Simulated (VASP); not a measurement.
Data:

```
CELL_PARAMETERS angstrom
      0.00000     2.56699     2.56699
      2.56699     0.00000     2.56699
      2.56699     2.56699     0.00000
ATOMIC_POSITIONS crystal
  Sr 0.00000 0.00000 0.00000
  O  0.50000 0.50000 0.50000
```

The numbers are results of PBEsol GGA, VASP's PBE PAW potentials (set 64) (plane waves; VASP), not measurements. Settings: 520 eV cut-off, 9×9×9 Γ-centred mesh, Gaussian smearing of 0.010 eV, potentials Sr_sv O.

Question: Give the electronic dielectric tensor ε∞ (DFPT, local fields included).

Answer: 
```
3.89  0.00  0.00
0.00  3.89  0.00
0.00  0.00  3.89
```

Question: Give the Born effective charges.

Answer: 
| atom | Z*xx | Z*yy | Z*zz | mean |
|---|---|---|---|---|
| Sr1 | 2.46 | 2.46 | 2.46 | 2.46 |
| O2 | -2.46 | -2.46 | -2.46 | -2.46 |

The structure comes from a measured SrO entry (Fm-3m) of the Crystallography Open Database, whose conditions weren't checked. It was relaxed first.
